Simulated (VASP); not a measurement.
VASP ran on this input.

**POSCAR**
```
CoSi2
1
    0.0000000000     2.6565137481     2.6565137481
    2.6565137481     0.0000000000     2.6565137481
    2.6565137481     2.6565137481    -0.0000000000
Co Si
1 2
Direct
  0.0000000000   0.0000000000   0.0000000000
  0.2500000000   0.2500000000   0.2500000000
  0.7500000000   0.7500000000   0.7500000000
```

### INCAR
```
SYSTEM = CoSi2
PREC = Accurate
ENCUT = 520
EDIFF = 1E-6
NELM = 100
ALGO = Normal
LREAL = .FALSE.
LASPH = .TRUE.
ISMEAR = 1
SIGMA = 0.1
GGA = MK
PARAM1 = 0.1234568
PARAM2 = 0.7114
ZAB_VDW = -1.8867
LUSE_VDW = .TRUE.
AGGAC = 0.0
LMAXMIX = 4
LWAVE = .FALSE.
LCHARG = .FALSE.
IBRION = 2
ISIF = 3
NSW = 60
EDIFFG = -0.02
```

### KPOINTS
```
Regular mesh
0
G
9 9 9
0 0 0
```

POTCAR, in this order: Co Si (PBE.64 set). Program: vasp_std.

Translate this rev-vdW-DF2 calculation to Quantum ESPRESSO's pw.x.

One equivalent input (not run):
```
&CONTROL
  calculation = 'vc-relax'
  pseudo_dir = './pseudo'
  outdir = './out'
  tprnfor = .true.
  tstress = .true.
  nstep = 60
  forc_conv_thr = 0.00078
/
&SYSTEM
  ibrav = 0
  nat = 3
  ntyp = 2
  ecutwfc = 96
  occupations = 'smearing'
  smearing = 'methfessel-paxton'
  degauss = 0.00735
  input_dft = 'vdw-df2-b86r'
/
&ELECTRONS
  conv_thr = 7.3e-08
  electron_maxstep = 100
/
&IONS
/
&CELL
/
ATOMIC_SPECIES
  Co 58.933 Co.upf
  Si 28.085 Si.upf
CELL_PARAMETERS angstrom
     0.0000000    2.6565137    2.6565137
     2.6565137    0.0000000    2.6565137
     2.6565137    2.6565137   -0.0000000
ATOMIC_POSITIONS crystal
  Co   0.0000000  0.0000000  0.0000000
  Si   0.2500000  0.2500000  0.2500000
  Si   0.7500000  0.7500000  0.7500000
K_POINTS automatic
  9 9 9 0 0 0
```
The two are equivalent in intent, not identical: the potentials are each code's own (VASP's PAW set, PseudoDojo norm-conserving files in pw.x), so ENCUT and ecutwfc are chosen apart and not converted; conv_thr bounds pw.x's estimated SCF error, while EDIFF bounds the energy change between steps; forc_conv_thr acts on force components and is met together with etot_conv_thr.

The compound is CoSi2 in the fluorite structure. This run relaxes it. Symmetry was kept, so distortions that lower it aren't found. The start is the result of an earlier pass.
